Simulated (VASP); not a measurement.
Data:

```yaml
crystal:
  lattice:
    - [0.00000, 2.97444, 2.97444]
    - [2.97444, 0.00000, 2.97444]
    - [2.97444, 2.97444, 0.00000]
  atoms:
    - { symbol: Cu, position: [0.00000, 0.00000, 0.00000] }
    - { symbol: I, position: [0.25000, 0.25000, 0.25000] }
```

Method: MS2 meta-GGA, VASP's PBE PAW potentials (set 64) (plane waves; VASP 6.6.1). Numerical set-up: 520 eV cut-off, 9×9×9 Γ-centred mesh, tetrahedra with Blöchl corrections, potentials Cu I.

Unless said otherwise, spin-orbit coupling is left out, though it shifts the bands of the heavy elements here.

Question: Estimate the energy per atom (σ→0), band gap (over mesh and band path) with the smallest direct gap where there is one.

Answer: 
```yaml
band gap (over mesh and band path): 1.51 eV
smallest direct gap (over mesh and band path): 1.51 eV
energy per atom (σ→0): -1.292 eV/atom
```

Total energies compare only between runs with the same potentials, cut-off and functional.

The compound is CuI in the zinc blende structure. It was relaxed first.
